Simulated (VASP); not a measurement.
Given:

```yaml
crystal:
  lattice:
    - [4.34520, 2.17260, 2.17260]
    - [2.17260, 4.34520, 2.17260]
    - [2.17260, 2.17260, 4.34520]
  atoms:
    - { symbol: Co, position: [0.00000, 0.00000, 0.00000], spin: 3.0 }
    - { symbol: Co, position: [0.50000, 0.50000, 0.50000], spin: -3.0 }
    - { symbol: O, position: [0.25000, 0.25000, 0.25000] }
    - { symbol: O, position: [0.75000, 0.75000, 0.75000] }
```

Computed with PBE GGA, VASP's PBE PAW potentials (set 64) (plane waves; VASP). Numerical set-up: 520 eV cut-off, 8×8×8 Γ-centred mesh, Gaussian smearing of 0.050 eV, potentials Co O.

Q: Estimate the cell moment, energy per atom (σ→0), pressure, band gap (on the k-mesh) with the smallest direct gap where there is one.

A: 
```yaml
band gap (on the k-mesh): none (metal, semimetal or under 0.01 eV)
cell_moment: 0.00 μB
energy per atom (σ→0): -6.569 eV/atom
pressure: -11.33 GPa
```

Q: Give the moment on each site (PAW-sphere projection).

A: 
| site | moment (μB) |
|---|---|
| Co1 | 2.45 |
| Co2 | -2.45 |
| O3 | 0.00 |
| O4 | 0.00 |

Total energies compare only between runs with the same potentials, cut-off and functional.

The compound is CoO in the rock salt, AFM-II order structure. The cell was not relaxed at this level.
